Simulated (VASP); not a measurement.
Input:

```xyz
1
Lattice="0.0000 2.0888 2.0888 2.0888 0.0000 2.0888 2.0888 2.0888 0.0000" Properties=species:S:1:pos:R:3 pbc="T T T"
Au     0.0000     0.0000     0.0000
```

Level of theory: PBE GGA with D3 dispersion (zero damping), VASP's PBE PAW potentials (set 64) (plane waves; VASP 6.6.1). Run with 520 eV cut-off, 15×15×15 Γ-centred mesh, first-order Methfessel-Paxton smearing of 0.10 eV, potentials Au.

Question: Give the stress tensor in GPa (positive for a compressed cell).

Answer: 
```
-7.40   0.00   0.00
 0.00  -7.40   0.00
 0.00   0.00  -7.40
```
The pressure is its mean diagonal, -7.40 GPa.

The compound is Au in the fcc structure. This cell is one point of a volume scan, at 1.06 of the reference volume.
